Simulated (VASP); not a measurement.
# TiSb3P4 (Im-3m) in VASP: relaxation of cell and atoms with PBE

Aim: the relaxation of cell and atoms of TiSb3P4 with PBE.

All numbers are computed with VASP 6.6.1; they aren't measurements. Logs are shortened: lines on timing, memory, paths and dates and some standing lists are left out, and cuts for length are marked.

## 1. The cell of the first run

The structure is cubic, space group Im-3m (No. 229). The conventional cell has a = 7.429 Å, b = 7.429 Å, c = 7.429 Å, α = 90.00°, β = 90.00°, γ = 90.00°. Ti (site symmetry m-3m) is surrounded by 8 P at 3.22 Å. Around Sb (site symmetry 4/mmm) lie 8 P at 3.22 Å. P (site symmetry -3m) has 2 Ti at 3.22 Å and 6 Sb at 3.22 Å as nearest neighbours.

The cell was built by a generator and needn't be a form met in nature.

## 2. Relaxation of cell and atoms, PBE (random cell by space group and Wyckoff sites (Im-3m, No. 229))

File INCAR:

```
PREC = Accurate ; ENCUT = 600
EDIFF = 1E-7 ; ISMEAR = 0
SIGMA = 0.1 ; LREAL = False
LASPH = True ; NELM = 100
ALGO = Normal ; ISIF = 3
LWAVE = False ; LCHARG = False
GGA = PE ; IBRION = 2
NSW = 90 ; EDIFFG = -0.04
```

File KPOINTS:

```
Automatic mesh
0
Gamma
  4 4 4
```

File POSCAR:

```
TiSb3P4
1.0
   -3.7144382300      3.7144382300      3.7144382300
    3.7144382300     -3.7144382300      3.7144382300
    3.7144382300      3.7144382300     -3.7144382300
Ti Sb P
1 3 4
Direct
    0.0000000000      0.0000000000      0.0000000000
    0.0000000000      0.5000000000      0.5000000000
    0.5000000000      0.0000000000      0.5000000000
    0.5000000000      0.5000000000      0.0000000000
    0.5000000000      0.5000000000      0.5000000000
    0.0000000000      0.0000000000      0.5000000000
    0.0000000000      0.5000000000      0.0000000000
    0.5000000000      0.0000000000      0.0000000000
```

Potentials or basis: VASP PAW PBE potentials, release 64 (Ti_sv, Sb, P).

On the command line:

```sh
$ cat potpaw_PBE.64/Ti_sv/POTCAR potpaw_PBE.64/Sb/POTCAR potpaw_PBE.64/P/POTCAR > POTCAR
$ mpirun -np 1 vasp_std > vasp.out
```

OUTCAR:

```text
PREC = Accurate
   ENCUT = 600
   EDIFF = 1E-7
   ISMEAR = 0
   LREAL = False
   LASPH = True
   NELM = 100
   ISIF = 3
   GGA = PE
   IBRION = 2
   NSW = 90
   EDIFFG = -0.04

 ion  position               nearest neighbor table
   1  0.000  0.000  0.000-
   2  0.000  0.500  0.500-   5 3.22   6 3.22   7 3.22   8 3.22   7 3.22   6 3.22   5 3.22   8 3.22
                             3 3.71   4 3.71   3 3.71   4 3.71
   3  0.500  0.000  0.500-   5 3.22   6 3.22   7 3.22   8 3.22   8 3.22   5 3.22   6 3.22   7 3.22
                             4 3.71   2 3.71   2 3.71   4 3.71
   4  0.500  0.500  0.000-   5 3.22   6 3.22   7 3.22   8 3.22   5 3.22   8 3.22   7 3.22   6 3.22
                             3 3.71   2 3.71   2 3.71   3 3.71
   5  0.500  0.500  0.500-   2 3.22   3 3.22   4 3.22   4 3.22   3 3.22   2 3.22
   6  0.000  0.000  0.500-   2 3.22   3 3.22   4 3.22   2 3.22   3 3.22   4 3.22
   7  0.000  0.500  0.000-   2 3.22   3 3.22   4 3.22   2 3.22   4 3.22   3 3.22
   8  0.500  0.000  0.000-   2 3.22   3 3.22   4 3.22   3 3.22   4 3.22   2 3.22

  LATTYP: Found a body centered cubic cell.
 ALAT       =     7.4288764600

  Lattice vectors:

 A1 = (  -3.7144382300,   3.7144382300,   3.7144382300)
 A2 = (   3.7144382300,  -3.7144382300,   3.7144382300)
 A3 = (   3.7144382300,   3.7144382300,  -3.7144382300)

Analysis of symmetry for initial positions (statically):
=====================================================================
 Subroutine PRICEL returns:
 Original cell was already a primitive cell.

 Routine SETGRP: Setting up the symmetry group for a
 body centered cubic supercell.

 Subroutine GETGRP returns: Found 48 space group operations
 (whereof 48 operations were pure point group operations)
 out of a pool of 48 trial point group operations.

The static configuration has the point symmetry O_h .

Analysis of symmetry for dynamics (positions and initial velocities):
=====================================================================
 Subroutine PRICEL returns:
 Original cell was already a primitive cell.

 Routine SETGRP: Setting up the symmetry group for a
 body centered cubic supercell.

 Subroutine GETGRP returns: Found 48 space group operations
 (whereof 48 operations were pure point group operations)
 out of a pool of 48 trial point group operations.

The dynamic configuration has the point symmetry O_h .

 Subroutine INISYM returns: Found 48 space group operations
 (whereof 48 operations are pure point group operations),
 and found     1 'primitive' translations

----------------------------------------------------------------------------------------

                                     Primitive cell

  volume of cell :     204.9932

  direct lattice vectors                    reciprocal lattice vectors
    -3.714438230  3.714438230  3.714438230     0.000000000  0.134609857  0.134609857
     3.714438230 -3.714438230  3.714438230     0.134609857  0.000000000  0.134609857
     3.714438230  3.714438230 -3.714438230     0.134609857  0.134609857  0.000000000

  length of vectors
     6.433595736  6.433595736  6.433595736     0.190367086  0.190367086  0.190367086

  position of ions in fractional coordinates (direct lattice)
     0.000000000  0.000000000  0.000000000
     0.000000000  0.500000000  0.500000000
     0.500000000  0.000000000  0.500000000
     0.500000000  0.500000000  0.000000000
     0.500000000  0.500000000  0.500000000
     0.000000000  0.000000000  0.500000000
     0.000000000  0.500000000  0.000000000
     0.500000000  0.000000000  0.000000000

  ion indices of the primitive-cell ions
   primitive index   ion index
                 1           1
                 2           2
                 3           3
                 4           4
                 5           5
                 6           6
                 7           7
                 8           8

----------------------------------------------------------------------------------------

 KPOINTS: Automatic mesh

Automatic generation of k-mesh.
 Grid dimensions read from file:
 generate k-points for:    4    4    4

 Generating k-lattice:

  Cartesian coordinates                     Fractional coordinates (reciprocal lattice)
     0.000000000  0.033652464  0.033652464     0.250000000  0.000000000  0.000000000
     0.033652464  0.000000000  0.033652464     0.000000000  0.250000000  0.000000000
     0.033652464  0.033652464  0.000000000     0.000000000  0.000000000  0.250000000

  Length of vectors
     0.047591771  0.047591771  0.047591771

  Shift w.r.t. Gamma in fractional coordinates (k-lattice)
     0.000000000  0.000000000  0.000000000

 Subroutine IBZKPT returns following result:
 ===========================================

 Found      8 irreducible k-points:

 Following reciprocal coordinates:
            Coordinates               Weight
  0.000000  0.000000  0.000000      1.000000
  0.250000  0.000000  0.000000     12.000000
  0.500000  0.000000  0.000000      6.000000
  0.250000  0.250000  0.000000     24.000000
  0.250000  0.250000  0.250000      2.000000
 -0.250000  0.250000  0.250000      6.000000
  0.500000  0.500000  0.250000     12.000000
  0.500000  0.500000  0.500000      1.000000
   k-points           NKPTS =      8   k-points in BZ     NKDIM =      8   number of bands    NBANDS=     28
   number of dos      NEDOS =    301   number of ions     NIONS =      8
   total plane-waves  NPLWV = 157464
   dimension x,y,z NGX =    54 NGY =   54 NGZ =   54
   dimension x,y,z NGXF=   108 NGYF=  108 NGZF=  108
   ions per type =               1   3   4
   NGX,Y,Z   is equivalent  to a cutoff of  13.95, 13.95, 13.95 a.u.
   NGXF,Y,Z  is equivalent  to a cutoff of  27.91, 27.91, 27.91 a.u.
 SYSTEM =  unknown system
   PREC   = accura    normal or accurate (medium, high low for compatibility)
   ISTART =      0    job   : 0-new  1-cont  2-samecut
   ICHARG =      2    charge: 1-file 2-atom 10-const
   ISPIN  =      1    spin polarized calculation?
   LNONCOLLINEAR =      F non collinear calculations
   LSORBIT =      F    spin-orbit coupling
   LASPH  =      T    aspherical Exc in radial PAW
   ENCUT  =  600.0 eV  44.10 Ry    6.64 a.u.  12.85 12.85 12.85*2*pi/ulx,y,z
   NELM   =    100;   NELMIN=  2; NELMDL= -5     # of ELM steps
   EDIFF  = 0.1E-06   stopping-criterion for ELM
   LREAL  =      F    real-space projection
   EDIFFG = -.4E-01   stopping-criterion for IOM
   NSW    =     90    number of steps for IOM
   IBRION =      2    ionic relax: 0-MD 1-quasi-New 2-CG
   NFREE  =      1    steps in history (QN), initial steepest desc. (CG)
   ISIF   =      3    stress and relaxation
   ISYM   =      2    0-nonsym 1-usesym 2-fastsym
   POTIM  = 0.5000    time-step for ionic-motion
   TEBEG  =    0.0;   TEEND  =   0.0 temperature during run
   PSTRESS=    0.0 pullay stress
   NELECT =      47.0000    total number of electrons
   NUPDOWN=      -1.0000    fix difference up-down
   EMIN   =  10.00;   EMAX   =-10.00  energy-range for DOS
   EFERMI =   0.00;   METHOD = LEGACY
   ISMEAR =     0;   SIGMA  =   0.10  broadening in eV -4-tet -1-fermi 0-gaus
   EFERMI_NEDOS =   21; number of points for ismear=-14 and -15
   IALGO  =     38    algorithm
   IMIX   =      4    mixing-type and parameters
     AMIX     =   0.40;   BMIX     =  1.00
     AMIX_MAG =   1.60;   BMIX_MAG =  1.00
  volume/ion in A,a.u.               =      25.62       172.92
  Fermi-wavevector in a.u.,A,eV,Ry     =   1.001984  1.893476 13.659880  1.003973
  Thomas-Fermi vector in A             =   2.134442
   LORBIT       =      0    0 simple, 1 ext, 2 COOP (PROOUT), +10 PAW based schemes
   GGA     = PE    functional components
   LHFCALC =     F    Hartree Fock is set to
   AEXX    =    0.0000 exact exchange contribution
   IVDW    =     0    specifies the selected vdW correction
   LEPSILON=     F    determine dielectric tensor
   LRPA    =     F    only Hartree local field effects (RPA)
 conjugate gradient relaxation of ions
 non-spin polarized calculation
 Gauss-broadening in eV      SIGMA  =   0.10
  energy-cutoff  :      600.00
  volume of cell :      204.99
 maximum number of plane-waves:      6866
 NGX is ok and might be reduce to    54
   NGX = 25   NGY = 25   NGZ = 25

--------------------------------------- Ionic step        1  -------------------------------------------

 number of electron      47.0000006 magnetization

 Free energy of the ion-electron system (eV)
  ---------------------------------------------------
  ext. energy  EPLUGINS =         0.00000000
  ---------------------------------------------------
  free energy    TOTEN  =       -36.26547575 eV

  energy without entropy =      -36.20814412  energy(sigma->0) =      -36.23680994

 E-fermi :   5.7641     XC(G=0):  -9.6787

 val. band max:        5.7282262810   @ k =   0.5000   0.0000   0.0000
 cond. band min:       5.7780156036   @ k =   0.0000   0.0000   0.0000
 fundamental gap:      0.0497893226
 Fermi energy:         5.7641131659

 k-point     1 :       0.0000    0.0000    0.0000
  band No.  band energies     occupation
      1     -52.4548      2.00000
      2     -28.6742      2.00000
      3     -28.6742      2.00000
      4     -28.6742      2.00000
      5      -6.2794      2.00000
      6      -3.3523      2.00000
[... 318 lines left out ...]
  energy  without entropy=      -38.9290204670  energy(sigma->0) =      -38.94767230

--------------------------------------- Ionic step        3  -------------------------------------------

 number of electron      47.0000002 magnetization

 Free energy of the ion-electron system (eV)
  ---------------------------------------------------
  ext. energy  EPLUGINS =         0.00000000
  ---------------------------------------------------
  free energy    TOTEN  =       -38.98599794 eV

  energy without entropy =      -38.94606798  energy(sigma->0) =      -38.96603296

 E-fermi :   9.4703     XC(G=0): -10.9495

 val. band max:        9.4568180143   @ k =   0.5000   0.5000   0.5000
 cond. band min:       9.5030717541   @ k =   0.2500   0.0000   0.0000
 fundamental gap:      0.0462537398
 Fermi energy:         9.4702859814

 k-point     1 :       0.0000    0.0000    0.0000
  band No.  band energies     occupation
      1     -48.4029      2.00000
      2     -24.6530      2.00000
      3     -24.6530      2.00000
      4     -24.6530      2.00000
      5      -5.0159      2.00000
      6      -0.4968      2.00000
[... 272 lines left out ...]
  FREE ENERGIE OF THE ION-ELECTRON SYSTEM (eV)
  ---------------------------------------------------
  free  energy   TOTEN  =       -38.9859979425 eV

  energy  without entropy=      -38.9460679796  energy(sigma->0) =      -38.96603296

 reached required accuracy - stopping structural energy minimisation
```

Run time: 4.9 min. Hardware: 1 thread of Intel Xeon 6975P-C (Granite Rapids), shared host; peak memory 0.45 GiB.

What came out:

* Free energy: -38.9860 eV
* Relaxed volume: 19.12 Å³/atom
* Relaxed cell: a = 5.835 Å, b = 5.835 Å, c = 5.835 Å, α = 109.47°, β = 109.47°, γ = 109.47°
* Space group after relaxing (to 0.05 Å): Im-3m (No. 229)
* Energy gained by relaxing: 340.1 meV/atom
* Ionic steps: 3
* Pressure after relaxing: 0.0 GPa
* Band gap on the k mesh: none (metal or under the smearing width)

Step by step:
```
step  energy change (eV)  largest force (eV/Å)  pressure (GPa)  volume (Å³)
   1              0.0000                0.0000          -12.91       204.99
   2             -2.7008                0.0000            1.96       149.65
   3             -2.7205                0.0000            0.02       152.93
```

Final structure:
```
Ti Sb P
1.0
    -3.36883    3.36883    3.36883
     3.36883   -3.36883    3.36883
     3.36883    3.36883   -3.36883
Ti Sb P
1 3 4
Direct
  0.00000 0.00000 0.00000
  0.00000 0.50000 0.50000
  0.50000 0.00000 0.50000
  0.50000 0.50000 0.00000
  0.50000 0.50000 0.50000
  0.00000 0.00000 0.50000
  0.00000 0.50000 0.00000
  0.50000 0.00000 0.00000
```

Caveat: the volume moved by over 15 % at a fixed basis, so the end points are rough.
